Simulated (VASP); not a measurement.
# Sc3Te (Fm-3m) in VASP: further runs

One crystal, Sc3Te, is run at these levels: PBE+U, PBE; tasks: single point, relaxation of cell and atoms.

All numbers are computed with VASP 6.6.1; they aren't measurements. Logs are shortened: lines on timing, memory, paths and dates and some standing lists are left out, and cuts for length are marked.

## Step 1: The structure

The structure is cubic, space group Fm-3m (No. 225). The conventional cell has a = 7.139 Å, b = 7.139 Å, c = 7.139 Å, α = 90.00°, β = 90.00°, γ = 90.00°. Around Sc (site symmetry -43m) lie 4 Sc at 3.09 Å and 4 Te at 3.09 Å. Around Sc (site symmetry m-3m) lie 8 Sc at 3.09 Å. Te (site symmetry m-3m) has 8 Sc at 3.09 Å as nearest neighbours.

The cell was built by a generator and needn't be a form met in nature.

## Step 2: Single point, PBE+U

Contents of INCAR:

```
  PREC = Accurate
  ENCUT = 520
  EDIFF = 1E-7
  ISMEAR = -1
  SIGMA = 0.05
  LREAL = F
  LASPH = T
  NELM = 100
  ALGO = Fast
  ISIF = 2
  LWAVE = F
  LCHARG = F
  LMAXMIX = 4
  LDAU = T
  LDAUTYPE = 2
  LDAUL = 2 -1
  LDAUU = 8 0
  LDAUJ = 0 0
  LDAUPRINT = 1
  GGA = PE
  NBANDS = 28
```

Contents of KPOINTS:

```
Automatic mesh
0
Gamma
  5 5 5
```

Contents of POSCAR:

```
Sc3Te
1.0
    0.0000000000      3.5695000000      3.5695000000
    3.5695000000      0.0000000000      3.5695000000
    3.5695000000      3.5695000000      0.0000000000
Sc Te
3 1
Direct
    0.2500000000      0.2500000000      0.2500000000
    0.7500000000      0.7500000000      0.7500000000
    0.5000000000      0.5000000000      0.5000000000
    0.0000000000      0.0000000000      0.0000000000
```

Potentials or basis: VASP PAW PBE potentials, release 64 (Sc_sv, Te).

Run with:

```console
cat potpaw_PBE.64/Sc_sv/POTCAR potpaw_PBE.64/Te/POTCAR > POTCAR
mpirun -np 1 vasp_std > vasp.out
```

OUTCAR:

```text
PREC = Accurate
   ENCUT = 520
   EDIFF = 1E-7
   ISMEAR = -1
   LREAL = F
   LASPH = T
   NELM = 100
   ISIF = 2
   GGA = PE

 ion  position               nearest neighbor table
   1  0.250  0.250  0.250-   3 3.09   4 3.09   4 3.09   4 3.09   4 3.09   3 3.09   3 3.09   3 3.09

   2  0.750  0.750  0.750-   3 3.09   4 3.09   3 3.09   3 3.09   3 3.09   4 3.09   4 3.09   4 3.09

   3  0.500  0.500  0.500-   1 3.09   2 3.09   1 3.09   1 3.09   1 3.09   2 3.09   2 3.09   2 3.09

   4  0.000  0.000  0.000-   1 3.09   2 3.09   2 3.09   2 3.09   2 3.09   1 3.09   1 3.09   1 3.09

  LATTYP: Found a face centered cubic cell.
 ALAT       =     7.1390000000

  Lattice vectors:

 A1 = (   0.0000000000,   3.5695000000,   3.5695000000)
 A2 = (   3.5695000000,   0.0000000000,   3.5695000000)
 A3 = (   3.5695000000,   3.5695000000,   0.0000000000)

Analysis of symmetry for initial positions (statically):
=====================================================================
 Subroutine PRICEL returns:
 Original cell was already a primitive cell.

 Routine SETGRP: Setting up the symmetry group for a
 face centered cubic supercell.

 Subroutine GETGRP returns: Found 48 space group operations
 (whereof 48 operations were pure point group operations)
 out of a pool of 48 trial point group operations.

The static configuration has the point symmetry O_h .

Analysis of symmetry for dynamics (positions and initial velocities):
=====================================================================
 Subroutine PRICEL returns:
 Original cell was already a primitive cell.

 Routine SETGRP: Setting up the symmetry group for a
 face centered cubic supercell.

 Subroutine GETGRP returns: Found 48 space group operations
 (whereof 48 operations were pure point group operations)
 out of a pool of 48 trial point group operations.

The dynamic configuration has the point symmetry O_h .

[... 117 lines left out ...]
   LHFCALC =     F    Hartree Fock is set to
   AEXX    =    0.0000 exact exchange contribution
   IVDW    =     0    specifies the selected vdW correction
   LEPSILON=     F    determine dielectric tensor
   LRPA    =     F    only Hartree local field effects (RPA)
 non-spin polarized calculation
 RMM-DIIS sequential band-by-band and
  energy-cutoff  :      520.00
  volume of cell :       90.96
 maximum number of plane-waves:      2469
 NGX is ok and might be reduce to    40
   NGX = 19   NGY = 19   NGZ = 19

atom =   1  type =  1  l = 2

 onsite density matrix

spin component  1
[... 83 lines left out ...]
  o =  0.0439  v =  0.0000  0.0000  1.0000  0.0000  0.0029  0.0000  0.0000  0.0000  0.0000  0.0000      0.0000  0.0000  0.0000  0.0000  0.0000  0.0000  0.0000  0.0000  0.0000  0.0000
  o =  0.0439  v =  0.0000  0.0000  0.0000  0.0000  0.0000  0.0000  0.0000  1.0000  0.0000  0.0029      0.0000  0.0000  0.0000  0.0000  0.0000  0.0000  0.0000  0.0000  0.0000  0.0000
  o =  0.0439  v =  0.0000  0.0000  0.0029 -0.0000 -1.0000  0.0000  0.0000  0.0000  0.0000  0.0000      0.0000  0.0000  0.0000  0.0000  0.0000  0.0000  0.0000  0.0000  0.0000  0.0000
  o =  0.0439  v =  0.0000  0.0000  0.0000  0.0000  0.0000  0.0000  0.0000  0.0029 -0.0000 -1.0000      0.0000  0.0000  0.0000  0.0000  0.0000  0.0000  0.0000  0.0000  0.0000  0.0000
  o =  0.0782  v =  0.0000  0.0000  0.0000  0.0000  0.0000  1.0000  0.0000  0.0000  0.0000  0.0000      0.0000  0.0000  0.0000  0.0000  0.0000  0.0000  0.0000  0.0000  0.0000  0.0000
  o =  0.0782  v =  1.0000  0.0000  0.0000  0.0000  0.0000  0.0000  0.0000  0.0000  0.0000  0.0000      0.0000  0.0000  0.0000  0.0000  0.0000  0.0000  0.0000  0.0000  0.0000  0.0000
  o =  0.0782  v =  0.0000 -0.2583  0.0000 -0.9661  0.0000  0.0000  0.0000  0.0000  0.0000  0.0000      0.0000  0.0000  0.0000  0.0000  0.0000  0.0000  0.0000  0.0000  0.0000  0.0000
  o =  0.0782  v =  0.0000  0.0000  0.0000  0.0000  0.0000  0.0000 -0.2583  0.0000 -0.9661  0.0000      0.0000  0.0000  0.0000  0.0000  0.0000  0.0000  0.0000  0.0000  0.0000  0.0000
  o =  0.0782  v =  0.0000 -0.9661  0.0000  0.2583 -0.0000  0.0000  0.0000  0.0000  0.0000  0.0000      0.0000  0.0000  0.0000  0.0000  0.0000  0.0000  0.0000  0.0000  0.0000  0.0000
  o =  0.0782  v =  0.0000  0.0000  0.0000  0.0000  0.0000  0.0000 -0.9661  0.0000  0.2583 -0.0000      0.0000  0.0000  0.0000  0.0000  0.0000  0.0000  0.0000  0.0000  0.0000  0.0000

 number of electron      39.0000007 magnetization

 Free energy of the ion-electron system (eV)
  ---------------------------------------------------
  ext. energy  EPLUGINS =         0.00000000
  ---------------------------------------------------
  free energy    TOTEN  =       -12.82454182 eV

  energy without entropy =      -12.79769449  energy(sigma->0) =      -12.81111816

 E-fermi :   7.3638     XC(G=0): -10.5287

 val. band max:        7.3575241908   @ k =   0.4000   0.0000   0.0000
 cond. band min:       7.5104550528   @ k =   0.2000   0.2000   0.0000
 fundamental gap:      0.1529308619
 Fermi energy:         7.3638058995

 k-point     1 :       0.0000    0.0000    0.0000
  band No.  band energies     occupation
      1     -44.8035      2.00000
      2     -44.6173      2.00000
      3     -44.6140      2.00000
      4     -23.4102      2.00000
      5     -23.4102      2.00000
      6     -23.4102      2.00000
[... 299 lines left out ...]
     27      10.2454      0.00000
     28      10.6263      0.00000

------------------------ aborting loop because EDIFF is reached ----------------------------------------

  FORCE on cell =-STRESS in cart. coord.  units (eV):
  Direction    XX          YY          ZZ          XY          YZ          ZX
  --------------------------------------------------------------------------------------
  -------------------------------------------------------------------------------------
  Total        9.4614059      9.4614059      9.4614059      0.0000000     -0.0000000      0.0000000
  in kB      166.6533703    166.6533703    166.6533703      0.0000000     -0.0000000      0.0000000
  external PRESSURE =     166.6533703 kB  Pullay stress =       0.0000000 kB

 VOLUME and BASIS-vectors are now :
 -----------------------------------------------------------------------------
  energy-cutoff  :      520.00
  volume of cell :       90.96
      direct lattice vectors                 reciprocal lattice vectors
     0.000000000  3.569500000  3.569500000    -0.140075641  0.140075641  0.140075641
     3.569500000  0.000000000  3.569500000     0.140075641 -0.140075641  0.140075641
     3.569500000  3.569500000  0.000000000     0.140075641  0.140075641 -0.140075641

 POSITION                                       TOTAL-FORCE (eV/Angst)
 -----------------------------------------------------------------------------------
      1.78475      1.78475      1.78475        -0.000000     -0.000000     -0.000000
      5.35425      5.35425      5.35425         0.000000      0.000000      0.000000
      3.56950      3.56950      3.56950        -0.000000      0.000000     -0.000000
      0.00000      0.00000      0.00000        -0.000000      0.000000     -0.000000
 -----------------------------------------------------------------------------------
    total drift:                               -0.000000     -0.000000      0.000000

  FREE ENERGIE OF THE ION-ELECTRON SYSTEM (eV)
  ---------------------------------------------------
  free  energy   TOTEN  =       -12.8245418184 eV

  energy  without entropy=      -12.7976944948  energy(sigma->0) =      -12.81111816
```

OSZICAR:

```text
N       E                     dE             d eps       ncg     rms          rms(c)
DAV:   1     0.709759917216E+03    0.70976E+03   -0.17050E+04   568   0.140E+03
DAV:   2     0.392015791648E+02   -0.67056E+03   -0.65988E+03   768   0.693E+02
DAV:   3    -0.137517124981E+02   -0.52953E+02   -0.51780E+02   960   0.221E+02
[... 21 lines left out ...]
RMM:  25    -0.128245513031E+02    0.15563E-04   -0.13683E-05   790   0.391E-02    0.229E-02
RMM:  26    -0.128245457550E+02    0.55482E-05   -0.73586E-06   722   0.219E-02    0.178E-02
RMM:  27    -0.128245461649E+02   -0.40993E-06   -0.13102E-06   614   0.112E-02    0.162E-02
RMM:  28    -0.128245419043E+02    0.42606E-05   -0.57106E-06   789   0.194E-02    0.984E-03
RMM:  29    -0.128245418184E+02    0.85902E-07   -0.60174E-07   591   0.807E-03
   1 F= -.12824542E+02 E0= -.12811118E+02  d E =-.268473E-01
```

Run time: 44 s. Hardware: 1 thread of Intel Xeon 6975P-C (Granite Rapids), shared host; peak memory 0.24 GiB.

What came out:

```
Free energy            : -12.8245 eV
Pressure               : 16.7 GPa
Band gap on the k mesh : none (metal or under the smearing width)
```

Eigenvalues of the final occupation matrices:
```csv
site,spin,trace,eigenvalues
site 1 d,1,0.34,0.05 0.05 0.05 0.10 0.10
site 1 d,2,0.34,0.05 0.05 0.05 0.10 0.10
site 2 d,1,0.34,0.05 0.05 0.05 0.10 0.10
site 2 d,2,0.34,0.05 0.05 0.05 0.10 0.10
site 3 d,1,0.32,0.04 0.04 0.08 0.08 0.08
site 3 d,2,0.32,0.04 0.04 0.08 0.08 0.08
```

Caveat: U without spin polarisation on a metal has little footing; the U is typed as a test and isn't derived for this compound. Spin-orbit coupling is left out, which matters for the levels of Te.

## Step 3: Relaxation of cell and atoms, PBE

Contents of INCAR:

```
SYSTEM = Sc3Te
  PREC = Accurate
  ENCUT = 600
  EDIFF = 1E-6
  ISMEAR = 1
  SIGMA = 0.2
  LREAL = .False.
  LASPH = .True.
  NELM = 80
  ALGO = Normal
  ISIF = 3
  LWAVE = .False.
  LCHARG = .False.
  GGA = PE
  IBRION = 2
  NSW = 60
  EDIFFG = -0.005
```

Contents of KPOINTS:

```
Automatic mesh
0
Gamma
  7 7 7
  0 0 0
```

POSCAR is that of step 2.

Potentials or basis: VASP PAW PBE potentials, release 64 (Sc_sv, Te).

Run with:

```console
cat potpaw_PBE.64/Sc_sv/POTCAR potpaw_PBE.64/Te/POTCAR > POTCAR
mpirun -np 1 vasp_std > vasp.out
```

Run time: 87 s. Hardware: 1 thread of Intel Xeon Platinum 8259CL at 2.50GHz (Skylake/Cascade Lake), shared host; peak memory 0.27 GiB.

It converged, with:

```
Free energy                            : -22.5963 eV
Relaxed volume                         : 22.78 Å³/atom
Relaxed cell                           : a = 5.051 Å, b = 5.051 Å, c = 5.051 Å, α = 60.00°, β = 60.00°, γ = 60.00°
Space group after relaxing (to 0.05 Å) : Fm-3m (No. 225)
Energy gained by relaxing              : 0.0 meV/atom
Ionic steps                            : 2
Pressure after relaxing                : 0.0 GPa
Band gap on the k mesh                 : none (metal or under the smearing width)
```

Final structure:
```
Sc Te
1.0
     0.00000    3.57172    3.57172
     3.57172    0.00000    3.57172
     3.57172    3.57172    0.00000
Sc Te
3 1
Cartesian
  1.7859 1.7859 1.7859
  5.3576 5.3576 5.3576
  3.5717 3.5717 3.5717
  7.1434 3.5717 3.5717
```

Levels at points of the mesh, in eV from the Fermi level:
| k point | band 16 | band 17 | band 18 | band 19 | band 20 | band 21 | band 22 | band 23 |
| --- | --- | --- | --- | --- | --- | --- | --- | --- |
| (0.00, 0.00, 0.00) | -4.10 | -2.09 | -1.32 | -1.32 | -0.04 | -0.04 | -0.04 | 2.24 |

The run has no spin-orbit coupling, so splittings on Te are missing.
